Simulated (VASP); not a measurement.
A convergence study with VASP on EuO (rock salt): a few settings are varied, all else stays as given below, so the limit is that of these other settings.

```xyz
2
Lattice="0.0000 2.5700 2.5700 2.5700 0.0000 2.5700 2.5700 2.5700 0.0000" Properties=species:S:1:pos:R:3 pbc="T T T"
Eu     0.0000     0.0000     0.0000
O      2.5700     2.5700     2.5700
```

Level of theory: HSE06 screened hybrid, VASP's PBE PAW potentials (set 64) (plane waves; VASP). The last row used: 520 eV cut-off, 4×4×4 Γ-centred mesh, Gaussian smearing of 0.050 eV, potentials Eu_2 O.

The 4f electrons are frozen in the core of the lanthanide potential, so 4f levels, which can set the real gap, and their magnetism are missing. Gaps are read on the run's mesh, which can miss a band edge.

| setting | E (eV/atom) | pressure (GPa) | gap on the mesh (eV) | electronic steps |
|---|---|---|---|---|
| ENCUT = 300, PRECFOCK = Fast | (withheld) | (withheld) | 4.323 | 21 |
| ENCUT = 400, PRECFOCK = Fast | -7.6930 | -14.43 | 4.261 | 21 |
| ENCUT = 520, PRECFOCK = Fast | (withheld) | -11.81 | 4.252 | 20 |
| ENCUT = 300, PRECFOCK = Normal | -7.7963 | -32.44 | 4.323 | 20 |
| ENCUT = 400, PRECFOCK = Normal | -7.6932 | -14.41 | 4.261 | 21 |
| ENCUT = 520, PRECFOCK = Normal | -7.6791 | -11.81 | 4.252 | 21 |
| ENCUT = 300, PRECFOCK = Accurate | -7.7964 | -32.44 | 4.323 | 20 |
| ENCUT = 400, PRECFOCK = Accurate | -7.6932 | -14.41 | 4.261 | 21 |
| ENCUT = 520, PRECFOCK = Accurate | -7.6791 | -11.81 | 4.252 | 21 |

**Question.** What belongs in the gaps?

**Answer.** 
- ENCUT = 300, PRECFOCK = Fast, E (eV/atom): -7.7929
- ENCUT = 300, PRECFOCK = Fast, pressure (GPa): -32.53
- ENCUT = 520, PRECFOCK = Fast, E (eV/atom): -7.6794

Left out are rungs that failed or repeat a setting and relaxations that didn't move; long series are thinned to 24 rows.

The compound is EuO in the rock salt structure. The cell was not relaxed at this level.
